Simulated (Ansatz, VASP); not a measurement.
# CsPbBr3: VASP beside Ansatz, part 2 of 2

One calculation is typed for both programs; each brings its own data sets. How far apart do they land? The cell is taken from a series of runs on this material, whose earlier steps may have relaxed, scaled, displaced or heated it; both programs get it as it stands.

VASP 6.6.1 and Ansatz 0.2.0.

So far: Starting point; VASP: elastic constants, LDA, pair 1.

## Step 3: Ansatz: elastic constants, LDA, pair 1

Level of this step: Ansatz beside VASP: Kohn-Sham DFT, plane waves, LDA (Ansatz).

Ansatz runs on its default PAW (the set named soft_2) files.

The same cell, functional (in two slightly different forms), mesh and smearing now go to Ansatz, which takes its cutoff from its data sets.

Contents of input.yaml:

```yaml
crystal:
  lattice:
    - [5.8883160503, 0.0, 0.0]
    - [0.0, 5.8883160503, 0.0]
    - [0.0, 0.0, 5.8883160503]
  atoms:
    - { symbol: Cs, position: [0.0, 0.0, 0.0] }
    - { symbol: Pb, position: [0.5, 0.5, 0.5] }
    - { symbol: Br, position: [0.0, 0.5, 0.5] }
    - { symbol: Br, position: [0.5, 0.0, 0.5] }
    - { symbol: Br, position: [0.5, 0.5, 0.0] }
kpoints:
  mp_grid: { grid: [2, 2, 2] }
hamiltonian:
  xc: lda
scf:
  occupations: { method: gaussian, width: 0.02 }
output:
  forces: true
  stress: true
  eigenvalues: true
elastic:
  mode: relaxed_ion
  stencil: two_point
```

Started as:

```bash
> ansatz run input.yaml --threads 8 --pin off --max-ram 16384MiB --backend cpu --events-out ev --progress --plain --runs-dir out
```

Numbers of over 12 decimals in the logs are rounded to 6 here.

Log:

```text
Engine: ansatz 0.2.0, x86_64-unknown-linux-gnu
Pseudopotentials: kind: paw
Pseudopotential: Cs, paw, valence charge 9, recommended cutoff 420 eV (normal), Cs.paw.azcp
Pseudopotential: Pb, paw, valence charge 14, recommended cutoff 420 eV (normal), Pb.paw.azcp
Pseudopotential: Br, paw, valence charge 7, recommended cutoff 420 eV (normal), Br.paw.azcp
Functional definition: SPW92
  exchange = slater_x
  correlation = pw_c
Crystal: 5 atoms, lattice volume = 204.161 Å³
Basis set: ecut = 420 eV, 3911 PW (Γ)
Bands: 27, of which v1, the nominal top of the filled ones, is band 22 counted from 1 (21 counted from 0)
Symmetry: 48 space group operations
Space group: Pm-3m (ITA 221), of the structure as read, at distance tolerance 5.9e-5 Å
k-points: 4 of 8
Non-local potential: Cs, projectors of the file, l = 0: 3, l = 1: 2, l = 2: 2, l = 3: 2
Non-local potential: Pb, projectors of the file, l = 0: 2, l = 1: 2, l = 2: 2, l = 3: 2
Non-local potential: Br, projectors of the file, l = 0: 2, l = 1: 2, l = 2: 2
PAW form: soft (Blöchl's): semilocal exchange-correlation on the pseudo side does not see the compensation charge
PAW frozen core: Cs, regenerated for the run's functional, and the local potential with it (the file was generated under x = pbe(κ = 0.804, μ = 0.219515), c = pbe(β = 0.066725))
PAW frozen core: Pb, regenerated for the run's functional, and the local potential with it (the file was generated under x = pbe(κ = 0.804, μ = 0.219515), c = pbe(β = 0.066725))
PAW frozen core: Br, regenerated for the run's functional, and the local potential with it (the file was generated under x = pbe(κ = 0.804, μ = 0.219515), c = pbe(β = 0.066725))
PAW one-centre angular grid: Cs, 194 points (default); XC on 64 Gauss nodes
PAW one-centre angular grid: Pb, 590 points (default); XC on 64 Gauss nodes
PAW one-centre angular grid: Br, 110 points (default); XC on 64 Gauss nodes
Initial density: superposition of atomic densities (neutral atoms: chi_scale 0, normalization atom), corrected by the library's trained network
Initial wavefunctions: pseudopotential atomic-orbital guess
Functional: x = slater, c = lda
SCF iter   1: F=—  HF=-25194.203288 eV  |F-HF|=—  |Δ(HF+E_count)|=         —  Δρ=5.32e-3  dr2=4.33e-2  ethr=1.77e-3  ⟨swp⟩=8.5  Hψ=575  notcnv=0
preconditioner: auto → Resta (q_TF=auto, 2.113 Å⁻¹)  ε∞=2.8  [insulator: Δε(μ)=1.395 eV  Ē_g=12.477 eV  σ=0.020 eV  W_gap=1.00  n_scr=26 (ndim 8)  ℏωp=16.8 eV  f_vac=0.050  D(μ)=0.00/eV (n_scr^D=0)  ε∞_Penn≈2.8]
SCF iter   2: F=—  HF=-25194.192110 eV  |F-HF|=—  |Δ(HF+E_count)|=   1.12e-2  Δρ=2.42e-3  dr2=8.34e-3  ethr=9.84e-5  ⟨swp⟩=3.0  Hψ=203  notcnv=0  defer=2
SCF iter   3: F=—  HF=-25194.189980 eV  |F-HF|=—  |Δ(HF+E_count)|=   2.13e-3  Δρ=4.08e-4  dr2=5.06e-4  ethr=1.90e-5  ⟨swp⟩=2.8  Hψ=168  notcnv=0  defer=4
SCF iter   4: F=—  HF=-25194.189887 eV  |F-HF|=—  |Δ(HF+E_count)|=   9.34e-5  Δρ=7.39e-5  dr2=3.19e-5  ethr=1.15e-6  ⟨swp⟩=2.8  Hψ=181  notcnv=0  defer=4
SCF iter   5: F=—  HF=-25194.189882 eV  |F-HF|=—  |Δ(HF+E_count)|=   4.22e-6  Δρ=2.13e-5  dr2=1.17e-6  ethr=7.25e-8  ⟨swp⟩=2.8  Hψ=187  notcnv=0  defer=4
SCF iter   6: F=—  HF=-25194.189883 eV  |F-HF|=—  |Δ(HF+E_count)|=   2.05e-7  Δρ=5.96e-6  dr2=8.17e-8  ethr=2.67e-9  ⟨swp⟩=2.2  Hψ=192  notcnv=0  defer=4
SCF iter   7: F=—  HF=-25194.189883 eV  |F-HF|=—  |Δ(HF+E_count)|=   1.37e-8  Δρ=1.24e-6  dr2=5.08e-9  ethr=1.86e-10  ⟨swp⟩=2.2  Hψ=201  notcnv=0  defer=4
SCF iter   8: F=—  HF=-25194.189883 eV  |F-HF|=—  |Δ(HF+E_count)|=  4.29e-10  Δρ=2.10e-7  dr2=9.35e-11  ethr=1.15e-11  ⟨swp⟩=2.2  Hψ=178  notcnv=0  defer=4
SCF iter   9: F=—  HF=-25194.189883 eV  |F-HF|=—  |Δ(HF+E_count)|=  1.16e-10  Δρ=5.85e-8  dr2=5.47e-12  ethr=2.13e-13 (applied; sched 1.00e-12)  ⟨swp⟩=2.2  Hψ=182  notcnv=0  defer=4
SCF iter  10: F=—  HF=-25194.189883 eV  |F-HF|=—  |Δ(HF+E_count)|=    0.00e0  Δρ=1.42e-8  dr2=4.59e-13  ethr=1.24e-14 (applied; sched 1.00e-12)  ⟨swp⟩=2.5  Hψ=190  notcnv=0  defer=4
[...]
SCF 1 converged in 11 iterations: F = -25194.189883 eV  dr2 = 1.31e-14
  greatest PAW one-centre occupation: 0.983 electrons in one spin orbital (limit 2), on the Pb atom at site 1 (counted from 0), in its partial waves of l = 2
Crystal: 5 atoms, lattice volume = 203.753 Å³
Symmetry: 16 space group operations
k-points: 6 of 8
Initial density: handed on by an earlier stage of this run
Initial wavefunctions: those handed on with the density
[...]
SCF 2 converged in 9 iterations: F = -25194.189715 eV  dr2 = 5.32e-15
Crystal: 5 atoms, lattice volume = 204.570 Å³
Basis set: ecut = 420 eV, 3919 PW (Γ)
[...]
preconditioner: auto → Resta (q_TF=auto, 2.112 Å⁻¹)  ε∞=2.8  [insulator: Δε(μ)=1.326 eV  Ē_g=12.483 eV  σ=0.020 eV  W_gap=1.00  n_scr=26 (ndim 8)  ℏωp=16.8 eV  f_vac=0.042  D(μ)=0.00/eV (n_scr^D=0)  ε∞_Penn≈2.8]
[...]
SCF 3 converged in 6 iterations: F = -25194.189705 eV  dr2 = 5.78e-15
Symmetry: 8 space group operations
[...]
preconditioner: auto → Resta (q_TF=auto, 2.113 Å⁻¹)  ε∞=2.8  [insulator: Δε(μ)=1.324 eV  Ē_g=12.489 eV  σ=0.020 eV  W_gap=1.00  n_scr=26 (ndim 8)  ℏωp=16.8 eV  f_vac=0.042  D(μ)=0.00/eV (n_scr^D=0)  ε∞_Penn≈2.8]
[...]
SCF iter   4: F=—  HF=-25194.189848 eV  |F-HF|=—  |Δ(HF+E_count)|=   5.57e-9  Δρ=3.32e-7  dr2=1.84e-10  ethr=1.94e-11  ⟨swp⟩=2.0  Hψ=258  notcnv=0  defer=6
SCF iter   5: F=—  HF=-25194.189848 eV  |F-HF|=—  |Δ(HF+E_count)|=  1.31e-10  Δρ=7.11e-8  dr2=9.76e-12  ethr=4.18e-13 (applied; sched 1.00e-12)  ⟨swp⟩=2.2  Hψ=285  notcnv=0  defer=6
SCF iter   6: F=—  HF=-25194.189848 eV  |F-HF|=—  |Δ(HF+E_count)|=  3.64e-12  Δρ=1.72e-8  dr2=6.57e-13  ethr=2.22e-14 (applied; sched 1.00e-12)  ⟨swp⟩=2.0  Hψ=279  notcnv=0  defer=6
SCF iter   7: F=-25194.189848 eV  HF=-25194.189848 eV  |F-HF|=3.64e-12  |Δ(HF+E_count)|=  3.64e-12  Δρ=3.88e-9  dr2=4.37e-14  ethr=1.00e-12  ⟨swp⟩=5.0  Hψ=641  notcnv=0
SCF 4 converged in 7 iterations: F = -25194.189848 eV  dr2 = 4.37e-14
iter 1 solved again at ethr=6.41e-12 eV; its pass at ethr=3.10e-3 eV (dr2=2.82e-9 eV) is discarded
SCF iter   1: F=—  HF=-25194.189848 eV  |F-HF|=—  |Δ(HF+E_count)|=         —  Δρ=3.70e-6  dr2=2.71e-9  ethr=6.41e-12  ⟨swp⟩=3.3  Hψ=919  notcnv=0  defer=6
SCF iter   2: F=—  HF=-25194.189848 eV  |F-HF|=—  |Δ(HF+E_count)|=   1.74e-8  Δρ=1.88e-6  dr2=6.66e-10  ethr=6.15e-12  ⟨swp⟩=1.0  Hψ=156  notcnv=0  defer=6
SCF iter   3: F=—  HF=-25194.189848 eV  |F-HF|=—  |Δ(HF+E_count)|=   5.96e-9  Δρ=1.32e-7  dr2=4.83e-12  ethr=1.51e-12  ⟨swp⟩=1.3  Hψ=158  notcnv=0  defer=6
SCF iter   4: F=—  HF=-25194.189848 eV  |F-HF|=—  |Δ(HF+E_count)|=  1.46e-11  Δρ=1.31e-8  dr2=2.05e-13  ethr=1.10e-14 (applied; sched 1.00e-12)  ⟨swp⟩=2.5  Hψ=305  notcnv=0  defer=6
SCF iter   5: F=-25194.189848 eV  HF=-25194.189848 eV  |F-HF|=3.64e-12  |Δ(HF+E_count)|=  7.28e-12  Δρ=3.40e-9  dr2=2.24e-14  ethr=1.00e-12  ⟨swp⟩=4.5  Hψ=562  notcnv=0
SCF 5 converged in 5 iterations: F = -25194.189848 eV  dr2 = 2.24e-14
SCF converged after 11 iterations
Free energy (F): -25194.189883 eV
Harris-Foulkes:  -25194.189883 eV  (|F-HF|=3.64e-12)
Internal energy: -25194.189883 eV  (E = F + TS)
E sigma→0 (E₀):  -25194.189883 eV
Fermi energy:    4.015643 eV
--- Per-component energies (eV) ---
  E_band       = -256.514269
  E_kinetic    = 832.315382
  E_local      = -2681.031846  (includes V_loc(G=0)·N_el)
  E_nonlocal   = 602.225705
  E_hartree    = 977.720314
  E_xc         = -1176.991325
  E_vxc        = -576.116234  (∫ρ·V_xc dr)
  E_paw        = -21483.564402  (= ΣΔE_a)
  E_vpaw       = -389.347947  (= ΣTr[D̂ρ^β])
  E_aug_tail   = 0.000040  (compensation charges beyond the density's cutoff)
  E_ewald      = -2265.676126
  E_core_change = 0.812377  (= ΣΔE_core)
  E_smearing   = -0.000000  (= −TS)
  E_closure    = 0.000000  (closes the sum)
  Σ components = -25194.189883   (vs F -25194.189883, Δ=0.00e0)
--- Forces (eV/Å), atoms counted from 1 ---
  atom   1  Cs    -0.00000000    -0.00000000     0.00000000
  atom   2  Pb    -0.00000000     0.00000000     0.00000000
  atom   3  Br     0.00000000    -0.00000000     0.00000000
  atom   4  Br    -0.00000000    -0.00000000     0.00000000
  atom   5  Br    -0.00000000    -0.00000000     0.00000000
  max |Σ_I F_I| component: 2.17e-26 eV/Å
--- Stress (GPa, compression-positive) ---
        0.001227       0.000000      -0.000000
       -0.000000       0.001227       0.000000
        0.000000       0.000000       0.001227
  P = ⅓ Tr σ = 0.0012 GPa (0.012 kbar)
--- Band table (eV) ---
  k-point 0: bands = [... 18 lower, 1.3527, 1.4706, 1.4706, 1.4706, 6.0978, 7.3204, 7.3204, 8.1113, ... 1 higher]
  k-point 1: bands = [... 18 lower, 1.2115, 1.3595, 1.3595, 2.0021, 5.7369, 7.6091, 8.1887, 8.3744, ... 1 higher]
  k-point 2: bands = [... 18 lower, 1.1172, 1.2321, 1.8399, 2.6857, 5.2470, 5.2470, 8.0850, 8.4141, ... 1 higher]
  k-point 3: bands = [... 18 lower, 1.8527, 1.8527, 1.8527, 3.3523, 4.6793, 4.6793, 4.6793, 7.6334, ... 1 higher]
--- Elastic constants: 2 strain directions × 2 members + reference (group order 48) ---
  dense FFT box of the reference and of every strained cell: 40×40×40
  strains applied: 11, 23; error gains: componentwise 1.00 (the most a stress slope's error grows in a printed constant), spectral 1.73 (1 for all six strains in a standard setting)
  C = ∂σ_k/∂η_j (tension-positive GPa; Voigt order 11 22 33 23 13 12):
        57.154      6.557      6.557     -0.000     -0.000     -0.000
         6.557     57.154      6.557     -0.000     -0.000     -0.000
         6.557      6.557     57.154     -0.000     -0.000     -0.000
         0.000     -0.000     -0.000      2.845      0.000      0.000
        -0.000     -0.000      0.000      0.000      2.845      0.000
        -0.000     -0.000     -0.000      0.000      0.000      2.845
  reference stress σ⁰ (GPa):     -0.001     -0.001     -0.001     -0.000      0.000      0.000
  C* (energy form; C + prestress term) asymmetry max|C*_kj − C*_jk| = 1.776e-15 GPa — a small one proves nothing (zero by symmetry where the batch's group is 432, −43m or m−3m); a large one is finite-difference/SCF noise where every solve meets its electron count
  moduli (Voigt/Reuss/Hill, GPa): K = 23.42/23.42/23.42   G = 11.83/4.41/8.12   E = 21.83   ν = 0.345
  mechanically stable: yes (min eigenvalue of sym C = 2.84 GPa)
  strain η (Voigt 11):  stress-route row diagonal C_11 = 57.15 GPa, energy-path curvature d²(F+E_count+ΔE)/dδ²/Ω₀ = 57.11 GPa
         δ    σ_11 (GPa)             F (eV)   n_scf  n_hpsi   n_pw
    -2.000e-3      -0.1170      -25194.1897149       9    3357   4012   relax 0 steps, max|allowed force component| 4.42e-29 eV/Å
     2.000e-3       0.1117      -25194.1897048       6    2568   4032   relax 0 steps, max|allowed force component| 9.53e-29 eV/Å
  strain η (Voigt 23):  stress-route row diagonal C_44 = 2.84 GPa, energy-path curvature d²(F+E_count+ΔE)/dδ²/Ω₀ = 2.79 GPa
         δ    σ_23 (GPa)             F (eV)   n_scf  n_hpsi   n_pw
    -2.000e-3      -0.0057      -25194.1898485       7    2945   4012   relax 0 steps, max|allowed force component| 4.04e-29 eV/Å
     2.000e-3       0.0057      -25194.1898485       5    2240   4012   relax 0 steps, max|allowed force component| 8.08e-29 eV/Å
```

In the SCF lines HF is the Harris–Foulkes energy and dr2 the Hartree energy of the density residual, in eV; the loop may stop once dr2 is under the threshold and the program's other checks hold. Hψ counts applications of the Hamiltonian.

## Step 4: Comparison

Known differences besides the potentials themselves: the cutoff is 420 eV in Ansatz and 500 eV in VASP; VASP's log shows a relativistic correction to its local exchange, Ansatz's none; VASP takes each elastic constant from one size of strain, Ansatz from those that its log lists. Total energies have different zeros and are not compared.

Compared:

| quantity | Ansatz | VASP | difference |
| --- | --- | --- | --- |
| C11 (GPa) | 57.2 | 57.8 | -1.08 % |
| C22 (GPa) | 57.2 | 57.8 | -1.08 % |
| C33 (GPa) | 57.2 | 57.8 | -1.08 % |
| C12 (GPa) | 6.6 | 6.6 | -1.25 % |
| C13 (GPa) | 6.6 | 6.6 | -1.25 % |
| C23 (GPa) | 6.6 | 6.6 | -1.25 % |
| C44 (GPa) | 2.8 | 2.9 | -1.57 % |
| C55 (GPa) | 2.8 | 2.9 | -1.57 % |
| C66 (GPa) | 2.8 | 2.9 | -1.57 % |

## Step 5: VASP: elastic constants, LDA, pair 2

Elastic constants are differences of stresses under small strains, so they test the stress and the mesh. The cell compared in this pair holds 193.17 Å³, against 204.16 Å³ for the pair before.

Contents of INCAR:

```
SYSTEM = CsPbBr3
PREC = Accurate
ENCUT = 500
EDIFF = 1E-08
NELM = 120
ISMEAR = 0
SIGMA = 0.02
LREAL = .FALSE.
ALGO = Normal
GGA = PW92
NBANDS = 28
LORBIT = 11
LWAVE = .FALSE.
LCHARG = .FALSE.
ISIF = 3
IBRION = 6
NFREE = 2
POTIM = 0.015
NSW = 1
LASPH = .TRUE.
GGA_COMPAT = .FALSE.
EFERMI = MIDGAP
KPAR = 2
```

Contents of POSCAR:

```
CsPbBr3
1.0
    5.7807425620      0.0000000000      0.0000000000
    0.0000000000      5.7807425620      0.0000000000
    0.0000000000      0.0000000000      5.7807425620
Cs Pb Br
1 1 3
Direct
    0.0000000000      0.0000000000      0.0000000000
    0.5000000000      0.5000000000      0.5000000000
    0.0000000000      0.5000000000      0.5000000000
    0.5000000000      0.0000000000      0.5000000000
    0.5000000000      0.5000000000      0.0000000000
```

Contents of KPOINTS:

```
Automatic mesh
0
Gamma
4 4 4
0 0 0
```

Potentials, in the order of the species: Cs_sv, Pb_d and Br (LDA family, release 64).

Started as:

```bash
> mpirun -np 2 vasp_std
```

Log:

```text
[banner, memory and clock lines left out]
running    2 mpi-ranks, on    1 nodes
[...]
[... a notice as in an earlier step ...]

 LDA part: xc-table for (Slater(with rela. corr.)+PW92), standard interpolation
 POSCAR, INCAR and KPOINTS ok, starting setup
[...]
entering main loop
       N       E                     dE             d eps       ncg     rms          rms(c)
DAV:   1     0.387873165116E+03    0.38787E+03   -0.18813E+04   560   0.138E+03
DAV:   2     0.262349369128E+02   -0.36164E+03   -0.34924E+03   660   0.316E+02
DAV:   3    -0.166334509431E+02   -0.42868E+02   -0.42483E+02   696   0.118E+02
DAV:   4    -0.182554873625E+02   -0.16220E+01   -0.16176E+01   680   0.292E+01
[...]
DAV:  13    -0.177935584883E+02    0.27879E-06   -0.11090E-06   824   0.107E-02    0.235E-03
DAV:  14    -0.177935584495E+02    0.38791E-07   -0.48930E-07   808   0.582E-03    0.814E-04
DAV:  15    -0.177935584413E+02    0.81500E-08   -0.50749E-08   696   0.195E-03
   1 F= -.17793558E+02 E0= -.17793558E+02  d E =0.000000E+00
[... from here on, the cycles between the ionic steps are left out ...]
   2 F= -.17786420E+02 E0= -.17786420E+02  d E =0.000000E+00
  13 F= -.17793068E+02 E0= -.17793068E+02  d E =0.000000E+00
  14 F= -.17793564E+02 E0= -.17793564E+02  d E =0.000000E+00
  15 F= -.17793564E+02 E0= -.17793564E+02  d E =0.000000E+00
  16 F= -.17793284E+02 E0= -.17793284E+02  d E =0.000000E+00
  17 F= -.17793284E+02 E0= -.17793284E+02  d E =0.000000E+00
  18 F= -.17793233E+02 E0= -.17793233E+02  d E =0.000000E+00
  19 F= -.17793233E+02 E0= -.17793233E+02  d E =0.000000E+00
  20 F= -.17793571E+02 E0= -.17793571E+02  d E =0.000000E+00
  21 F= -.17793571E+02 E0= -.17793571E+02  d E =0.000000E+00
 Finite differences progress:
  Degree of freedom:  10/ 10
  Displacement:        2/  2
  Total:              20/ 20
```

OUTCAR, selected parts (step 5):

```text
  Total        0.0576224      0.0588978      0.0586634      0.0000000      0.0000000      0.0000000
  in kB        0.4779154      0.4884931      0.4865495      0.0000000      0.0000000      0.0000000
  external PRESSURE =       0.4843193 kB  Pullay stress =       0.0000000 kB

[... 3 further parts left out ...]
[key lines of the parts left out:]
E-fermi :   2.2968
```

Levels, forces or a CONTCAR printed for this step are those of its last displaced cell, not of the structure at rest.

## Step 6: Ansatz: elastic constants, LDA, pair 2

The same cell, functional (in two slightly different forms), mesh and smearing now go to Ansatz, which takes its cutoff from its data sets.

The cell is taken from a series of runs on this material, whose earlier steps may have relaxed, scaled, displaced or heated it; both programs get it as it stands.

input.yaml, the sections that differ from step 3:

```yaml
crystal:
  lattice:
    - [5.780742562, 0.0, 0.0]
    - [0.0, 5.780742562, 0.0]
    - [0.0, 0.0, 5.780742562]
  atoms:
    - { symbol: Cs, position: [0.0, 0.0, 0.0] }
    - { symbol: Pb, position: [0.5, 0.5, 0.5] }
    - { symbol: Br, position: [0.0, 0.5, 0.5] }
    - { symbol: Br, position: [0.5, 0.0, 0.5] }
    - { symbol: Br, position: [0.5, 0.5, 0.0] }
kpoints:
  mp_grid: { grid: [4, 4, 4] }
# hamiltonian, scf, output, elastic: as in step 3
```

Started as:

```bash
> ansatz run input.yaml --threads 8 --pin off --max-ram 16384MiB --backend cpu --events-out ev --progress --plain --runs-dir out
```

Log:

```text
[...]
Crystal: 5 atoms, lattice volume = 193.175 Å³
Basis set: ecut = 420 eV, 3791 PW (Γ)
Bands: 27, of which v1, the nominal top of the filled ones, is band 22 counted from 1 (21 counted from 0)
Symmetry: 48 space group operations
[...]
k-points: 10 of 64
[...]
2.000e-3       0.1242      -25194.9114378       5    7867   3840   relax 0 steps, max|allowed force component| 5.05e-30 eV/Å
[...]
δ    σ_23 (GPa)             F (eV)   n_scf  n_hpsi   n_pw
    -2.000e-3      -0.0072      -25194.9115781       7   10635   3840   relax 0 steps, max|allowed force component| 4.15e-29 eV/Å
     2.000e-3       0.0072      -25194.9115781       5    8426   3840   relax 0 steps, max|allowed force component| 1.02e-29 eV/Å
[key lines of the parts left out:]
SCF converged after 10 iterations
Free energy (F): -25194.911568 eV
Fermi energy:    4.739253 eV
P = ⅓ Tr σ = -0.0011 GPa (-0.011 kbar)
```

## Step 7: Side by side

The two programs side by side:

| quantity | Ansatz | VASP | difference |
| --- | --- | --- | --- |
| C11 (GPa) | 62.3 | 62.9 | -1.08 % |
| C22 (GPa) | 62.3 | 62.9 | -1.08 % |
| C33 (GPa) | 62.3 | 62.9 | -1.08 % |
| C12 (GPa) | 7.1 | 7.1 | -0.82 % |
| C13 (GPa) | 7.1 | 7.1 | -0.82 % |
| C23 (GPa) | 7.1 | 7.1 | -0.82 % |
| C44 (GPa) | 3.6 | 3.6 | -0.88 % |
| C55 (GPa) | 3.6 | 3.6 | -0.88 % |
| C66 (GPa) | 3.6 | 3.6 | -0.88 % |

## Step 8: What came out

```json
{
  "difference in C44 (elastic constants, LDA, pair 1)": "-1.6 %",
  "difference in C11 (elastic constants, LDA, pair 2)": "-1.1 %"
}
```

**Reading.** The difference in C44 is -1.6 % (elastic constants, LDA, pair 1), within the 5 % picked in this series as the mark of a large difference. How closely two codes agree says nothing of how well the functional describes the real material.

[Lines on the potential files, build, host, timing and source positions are cut from VASP's logs without a mark.]

[Logs are printed without paths, hosts, clocks, repeated set-up lines and the standing remarks that a program may print on its own settings, such as how far it seeks lower states.]

[Hosts, paths, dates, database ids (printed as entryN), source tags and the programs' standing remarks are cut or masked in the printed files.]
